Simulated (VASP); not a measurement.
Level of theory: PBEsol GGA, VASP's PBE PAW potentials (set 64) (plane waves; VASP).

The input files of a VASP run:

INCAR:
```
NFREE  =  2
LASPH  =  .TRUE.   ! aspherical one-centre terms
LREAL  =  .FALSE.   ! projection in real space or not
ALGO  =  Normal   ! blocked Davidson
EDIFF  =  1E-7   ! SCF stop (eV)
NSW  =  1   ! most ionic steps
IBRION  =  6
NELM  =  100   ! most electronic steps
GGA  =  PS
POTIM  =  0.015   ! step
PREC  =  Accurate
LWAVE  =  .FALSE.
ISMEAR  =  0
LMAXMIX  =  4   ! l cut-off of mixed one-centre charges
ISIF  =  3
LCHARG  =  .FALSE.
ENCUT  =  530
SIGMA  =  0.05
SYSTEM  =  TeSe2
```

KPOINTS:
```
Automatic
0
gamma
  6 6 4
0 0 0
```

POSCAR:
```
TeSe2
1
    3.5981782518    -2.0296253215     0.0017461013
    3.5981782518     2.0296253215     0.0017461013
   -0.1217644708     0.0000000000     5.4062070729
Te Se
1 2
Direct
  0.7194680727   0.2805319273   0.5000000000
  0.0146638206   0.7341318934   0.8374393522
  0.2658681066   0.9853361794   0.1625606478
```

POTCAR, in this order: Te Se (PBE.64 set). Program: vasp_std.

The resulting files:

File OUTCAR:
```


   1 f  =    5.175416 THz    32.518098 2PiTHz  172.633297 cm-1    21.403791 meV
             X         Y         Z           dx          dy          dz
      3.537296 -0.890876  2.704850     0.058876   -0.000000   -0.706341
      2.592330  1.460251  4.528678    -0.037664   -0.213521    0.449220
      4.482262  1.460251  0.881021    -0.037664    0.213521    0.449220

   2 f  =    5.074360 THz    31.883145 2PiTHz  169.262436 cm-1    20.985858 meV
             X         Y         Z           dx          dy          dz
      3.537296 -0.890876  2.704850     0.000000    0.154375   -0.000000
      2.592330  1.460251  4.528678    -0.077180   -0.098206    0.687374
      4.482262  1.460251  0.881021     0.077180   -0.098206   -0.687374

   3 f  =    4.497305 THz    28.257400 2PiTHz  150.013946 cm-1    18.599350 meV
             X         Y         Z           dx          dy          dz
      3.537296 -0.890876  2.704850    -0.000000    0.212190    0.000000
      2.592330  1.460251  4.528678    -0.667272   -0.135256   -0.118075
      4.482262  1.460251  0.881021     0.667272   -0.135256    0.118075

   4 f  =    3.905037 THz    24.536073 2PiTHz  130.258025 cm-1    16.149930 meV
             X         Y         Z           dx          dy          dz
      3.537296 -0.890876  2.704850    -0.143980   -0.000000   -0.231770
      2.592330  1.460251  4.528678     0.091392    0.657768    0.147530
      4.482262  1.460251  0.881021     0.091392   -0.657768    0.147530

   5 f  =    3.305022 THz    20.766063 2PiTHz  110.243654 cm-1    13.668465 meV
             X         Y         Z           dx          dy          dz
      3.537296 -0.890876  2.704850     0.727290    0.000000    0.011369
      2.592330  1.460251  4.528678    -0.462229    0.147480   -0.007378
      4.482262  1.460251  0.881021    -0.462229   -0.147480   -0.007378

   6 f  =    2.772372 THz    17.419330 2PiTHz   92.476390 cm-1    11.465606 meV
             X         Y         Z           dx          dy          dz
      3.537296 -0.890876  2.704850    -0.000000    0.695709   -0.000000
      2.592330  1.460251  4.528678     0.220888   -0.442298   -0.116513
      4.482262  1.460251  0.881021    -0.220888   -0.442298    0.116513

   7 f/i=    0.000293 THz     0.001841 2PiTHz    0.009773 cm-1     0.001212 meV
             X         Y         Z           dx          dy          dz
      3.537296 -0.890876  2.704850     0.521153   -0.000000    0.418750
      2.592330  1.460251  4.528678     0.409886   -0.000023    0.329419
      4.482262  1.460251  0.881021     0.409886    0.000023    0.329419

   8 f/i=    0.001900 THz     0.011938 2PiTHz    0.063375 cm-1     0.007857 meV
             X         Y         Z           dx          dy          dz
      3.537296 -0.890876  2.704850     0.000000    0.668680   -0.000000
      2.592330  1.460251  4.528678    -0.000255    0.525770    0.000001
      4.482262  1.460251  0.881021     0.000255    0.525770   -0.000001

   9 f/i=    0.002235 THz     0.014045 2PiTHz    0.074561 cm-1     0.009244 meV
             X         Y         Z           dx          dy          dz
      3.537296 -0.890876  2.704850    -0.418632    0.000000    0.521425
      2.592330  1.460251  4.528678    -0.329495   -0.000066    0.409713
      4.482262  1.460251  0.881021    -0.329495    0.000066    0.409713

 ELASTIC MODULI CONTR FROM IONIC RELAXATION (kBar)
 Direction    XX          YY          ZZ          XY          YZ          ZX
 --------------------------------------------------------------------------------
 XX        -324.5995   -116.4956   -271.6815     -0.0000      0.0000   -154.2017
 YY        -116.4956   -412.1744   -291.7255      0.0000     -0.0000    159.7102
 ZZ        -271.6815   -291.7255   -335.3711     -0.0000      0.0000      2.5573
 XY          -0.0000      0.0000     -0.0000    -87.3099    141.6195     -0.0000
 YZ           0.0000     -0.0000      0.0000    141.6195   -247.3779      0.0000
 ZX        -154.2017    159.7102      2.5573     -0.0000      0.0000   -256.0642
 --------------------------------------------------------------------------------

 TOTAL ELASTIC MODULI (kBar)
 Direction    XX          YY          ZZ          XY          YZ          ZX
 --------------------------------------------------------------------------------
 XX         422.9645    151.0375    346.6394     -0.0000      0.0000    139.7799
 YY         151.0375    493.8244    304.3996      0.0000     -0.0000   -124.5788
 ZZ         346.6394    304.3996    958.2348     -0.0000      0.0000     66.4643
 XY          -0.0000      0.0000     -0.0000    181.1872   -167.4265     -0.0000
 YZ           0.0000     -0.0000      0.0000   -167.4265    409.9037      0.0000
 ZX         139.7799   -124.5788     66.4643     -0.0000      0.0000    402.5120
 --------------------------------------------------------------------------------
```
(Selected blocks of OUTCAR.)

Without a dispersion term in the relaxation, distances and binding between the weakly bound layers, chains or molecules are unreliable, and so is what depends on them.

The structure comes from a computed database's TeSe2 entry (C2); how it stands against other phases isn't given here. It was relaxed first, which changed the volume by -15 %.
